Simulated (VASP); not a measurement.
Write the native input for VASP 6.6.1 that does the following.

```
Task                   : single point
Functional             : PBE
Potentials or basis    : VASP PAW PBE potentials, release 64 (C)
Cutoff                 : 520 eV
k mesh                 : 10 × 10 × 10
Occupations            : gaussian, width 0.02 eV
Spin                   : no spin polarisation
Further INCAR settings : ALGO = Normal; EDIFF = 1e-07
```

The structure of C lies in POSCAR:

```
C                                       
1.0
    0.0000000000      1.7686669195      1.7686669195
    1.7686669195      0.0000000000      1.7686669195
    1.7686669195      1.7686669195      0.0000000000
  C             
     2
Direct
     0.0000000000000000    0.0000000000000000    0.0000000000000000
     0.2500000000000000    0.2500000000000000    0.2500000000000000
```

This isn't the form of C at room conditions, which is graphite.

The cell isn't the ideal one: a relaxed cell with its volume scaled by 0.97.

One way to write it, as run:

INCAR

```
SYSTEM = C
  PREC = Accurate
  ENCUT = 520
  EDIFF = 1E-7
  ISMEAR = 0
  SIGMA = 0.02
  LREAL = .False.
  LASPH = .True.
  NELM = 80
  ALGO = Normal
  ISIF = 2
  LWAVE = .False.
  LCHARG = .False.
  GGA = PE
```

KPOINTS

```
Automatic mesh
0
Gamma
  10 10 10
  0 0 0
```

Potentials or basis: VASP PAW PBE potentials, release 64 (C).

Launch:

```sh
$ cat potpaw_PBE.64/C/POTCAR > POTCAR
$ mpirun -np 1 vasp_std > vasp.out
```

It gave:

```json
{
  "Pressure": "14.0 GPa",
  "Band gap on the k mesh": "4.22 eV, indirect (least direct gap 5.66 eV)"
}
```

It took 7.1 s on 1 thread of Intel(R) Xeon(R) Platinum 8375C CPU @ 2.90GHz (Ice Lake), with other jobs on the host, peak memory 0.11 GiB.
